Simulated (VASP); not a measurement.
# A VASP study of TiB2 (PBEsol): structure first, properties next, part 5 of 5

Wanted: the relaxed cell of TiB2 and its properties. The start is a cell from a database of measured crystal structures.

VASP 6.6.1; PBEsol; plane waves and PAW (Ti_sv, B).

So far. Step 6 (Density of states (PBEsol)): The finer mesh and the other smearing move the Fermi level by +0.17 eV from the 10×10×8 run, one measure of the sampling error in the zero of the bands above. Of the states within 0.3 eV of the Fermi level, the largest shares in the PAW spheres are Ti d 68 % and B p 10 %. The rest lies in smaller channels or between the spheres. The relaxed cell has a = 3.017, c = 3.191 Å (conventional setting).

## Step 8: Field gradients at the nuclei (PBEsol)

Field gradients probe how far the charge around each nucleus departs from cubic symmetry; LASPH keeps the non-spherical terms inside the spheres.

File INCAR:

```
SYSTEM = TiB2
PREC = Accurate
ENCUT = 420
EDIFF = 1E-07
NELM = 100
ISMEAR = 0
SIGMA = 0.05
LREAL = .FALSE.
ALGO = Normal
GGA = PS
NBANDS = 15
LASPH = .TRUE.
LORBIT = 11
LWAVE = .FALSE.
LCHARG = .FALSE.
KPAR = 2
LEFG = .TRUE.
```

File POSCAR:

```
TiB2
1.0
    3.0166664090      0.0000000000      0.0000000000
   -1.5083332045      2.6125097449      0.0000000000
    0.0000000000      0.0000000000      3.1914937477
Ti B
1 2
Direct
    0.0000000000      0.0000000000      0.0000000000
    0.3333333333      0.6666666667      0.5000000000
    0.6666666667      0.3333333333      0.5000000000
```

File KPOINTS:

```
Automatic mesh
0
Gamma
10 10 8
0 0 0
```

PAW data sets: Ti_sv and B (PBE family, release 64).

Launch:

```bash
> mpirun -np 2 vasp_std
```

The log of the run:

```text
[... set-up lines as in an earlier step ...]
 entering main loop
       N       E                     dE             d eps       ncg     rms          rms(c)
[... 12 cycles as in an earlier step ...]
DAV:  13    -0.257788911264E+02    0.19595E-06   -0.65521E-06  3084   0.230E-02    0.429E-03
DAV:  14    -0.257788908780E+02    0.24845E-06   -0.88288E-07  2559   0.107E-02    0.641E-04
DAV:  15    -0.257788909357E+02   -0.57683E-07   -0.80265E-08  1647   0.222E-03
ion   1
     0.0000000     0.0000000    -0.0000000    -0.2735945    -0.0000000     0.0000000
     0.0000422     0.0000000    -0.0000000    -0.2735945    -0.0000000     0.0000000
     0.0000581     0.0000000    -0.0000000    -0.2735945    -0.0000000     0.0000000
     0.0000800     0.0000000    -0.0000000    -0.2735945    -0.0000000     0.0000000
     0.0001102     0.0000000    -0.0000000    -0.2735945    -0.0000000     0.0000000

     0.0000000     0.0000000    -0.0000000   -12.2114821    -0.0000000     0.0000001
     0.0000422     0.0000000    -0.0000000   -12.2114475    -0.0000000     0.0000001
     0.0000581     0.0000000    -0.0000000   -12.2114300    -0.0000000     0.0000001
     0.0000800     0.0000000    -0.0000000   -12.2114030    -0.0000000     0.0000001
     0.0001102     0.0000000    -0.0000000   -12.2113616    -0.0000000     0.0000001

ion   2
     0.0000000     0.0000000     0.0000000    -4.3389646     0.0000000     0.0000000
     0.0000257     0.0000000     0.0000000    -4.3389645     0.0000000     0.0000000
     0.0000354     0.0000000     0.0000000    -4.3389645     0.0000000     0.0000000
     0.0000487     0.0000000     0.0000000    -4.3389645     0.0000000     0.0000000
     0.0000671     0.0000000     0.0000000    -4.3389645     0.0000000     0.0000000

     0.0000000     0.0000000     0.0000000    -5.5968762     0.0000000     0.0000000
     0.0000257     0.0000000     0.0000000    -5.5968760     0.0000000     0.0000000
     0.0000354     0.0000000     0.0000000    -5.5968759     0.0000000     0.0000000
     0.0000487     0.0000000     0.0000000    -5.5968757     0.0000000     0.0000000
     0.0000671     0.0000000     0.0000000    -5.5968754     0.0000000     0.0000000

ion   3
     0.0000000     0.0000000    -0.0000000    -4.3389646     0.0000000     0.0000000
     0.0000257     0.0000000    -0.0000000    -4.3389645     0.0000000     0.0000000
     0.0000354     0.0000000    -0.0000000    -4.3389645     0.0000000     0.0000000
     0.0000487     0.0000000    -0.0000000    -4.3389645     0.0000000     0.0000000
     0.0000671     0.0000000    -0.0000000    -4.3389645     0.0000000     0.0000000

     0.0000000     0.0000000    -0.0000000    -5.5968762     0.0000000     0.0000000
     0.0000257     0.0000000    -0.0000000    -5.5968760     0.0000000     0.0000000
     0.0000354     0.0000000    -0.0000000    -5.5968759     0.0000000     0.0000000
     0.0000487     0.0000000    -0.0000000    -5.5968757     0.0000000     0.0000000
     0.0000671     0.0000000    -0.0000000    -5.5968754     0.0000000     0.0000000

   1 F= -.25778891E+02 E0= -.25778024E+02  d E =-.173302E-02
```

Run time: 19 s. Hardware: 2 MPI ranks of AMD EPYC 7R43, shared host; peak memory 0.22 GiB; 37 s of CPU time.

Parts of OUTCAR (step 8):

```text
   NELECT =      18.0000    total number of electrons

 E-fermi :  10.0486

 k-point     1 :       0.0000    0.0000    0.0000
  band No.  band energies     occupation
    ...
      5      -3.4337      2.00000
      6       7.4415      2.00000
      7       7.4415      2.00000
      8       7.9016      2.00000
      9       7.9506      2.00000
     10      12.0849      0.00000
     11      12.0849      0.00000
     12      13.9456      0.00000
     13      13.9456      0.00000
     14      15.9265      0.00000
    ...

  Total       -0.0134554     -0.0134554     -0.0145336      0.0000000      0.0000000     -0.0000000
  in kB       -0.8570958     -0.8570958     -0.9257763      0.0000000      0.0000000     -0.0000000
  external PRESSURE =      -0.8799893 kB  Pullay stress =       0.0000000 kB

  FREE ENERGIE OF THE ION-ELECTRON SYSTEM (eV)
  ---------------------------------------------------
  free  energy   TOTEN  =       -25.7788909357 eV

  energy  without entropy=      -25.7771579125  energy(sigma->0) =      -25.77802442

 Electric field gradients after diagonalization (V/A^2)
 (convention: |V_zz| > |V_xx| > |V_yy|)
----------------------------------------------------------------------
 ion       V_xx      V_yy      V_zz     asymmetry (V_yy - V_xx)/ V_zz
----------------------------------------------------------------------
   1      -8.187    -8.184    16.372       0.000
   2      -2.140    -2.140     4.280       0.000
   3      -2.140    -2.140     4.280       0.000
----------------------------------------------------------------------

[... 10 parts as in an earlier step ...]

[... 8 further parts left out ...]
```

This step gave:

```yaml
scf_cycles: 15
irreducible_k_points: 70
free_energy_toten: -25.78 eV
fermi_energy: 10.05 eV
pressure: -0.08800 GPa
```

Electric field gradients, by row:

| atom | Vxx (V/Å²) | Vyy (V/Å²) | Vzz (V/Å²) | asymmetry |
| --- | --- | --- | --- | --- |
| Ti1 | -8.187 | -8.184 | 16.37 | 0 |
| B2 | -2.14 | -2.14 | 4.28 | 0 |
| B3 | -2.14 | -2.14 | 4.28 | 0 |

The largest gradient, 16.37 V/Å², sits on Ti1; times the quadrupole moment of a nucleus that has one, it gives the coupling that NMR and NQR see.

## Step 9: What came out

```json
{
 "relaxed volume": "8.384 Å³/atom",
 "relaxed conventional cell a, b, c": "3.017, 3.017, 3.191 Å; angles 90.0, 90.0, 120.0°",
 "space group after relaxing, within 0.02 Å": "P6/mmm (No. 191)",
 "band gap": "none, a metal",
 "DOS at the Fermi level": "0.230 states/eV/cell",
 "highest zone-centre mode": "904 cm⁻¹",
 "largest field gradient Vzz": "16.37 V/Å² on Ti1"
}
```

In words: With PBEsol, TiB2 relaxes to 8.384 Å³/atom in space group P6/mmm (held by the symmetry of the run) and comes out as a metal. Against the listed cell the volume lies -2.0 % (a -0.4 %, c -1.1 %). Bands along the symmetry lines (PBEsol): Of the bands kept, 2 cross the Fermi level on this path. Vibrations at Γ (PBEsol): The highest mode in this list at Γ, 904.5 cm⁻¹, is mostly motion of B (100 % of the kinetic energy). Modes at Γ alone can't show that the crystal is stable at other wave vectors. No search among competing phases was made, and a listed structure need not be the one stable at ambient conditions. All values are for a static lattice at zero temperature.

[Lines on the potential files, build, host, timing and source positions are cut from VASP's logs without a mark.]

[Logs are printed without paths, hosts, clocks, repeated set-up lines and the standing remarks that a program may print on its own settings, such as how far it seeks lower states.]

[Hosts, paths, dates, database ids (printed as entryN), source tags and the programs' standing remarks are cut or masked in the printed files.]

[A measured line is paired with the nearest computed mode of its activity, which favours agreement.]
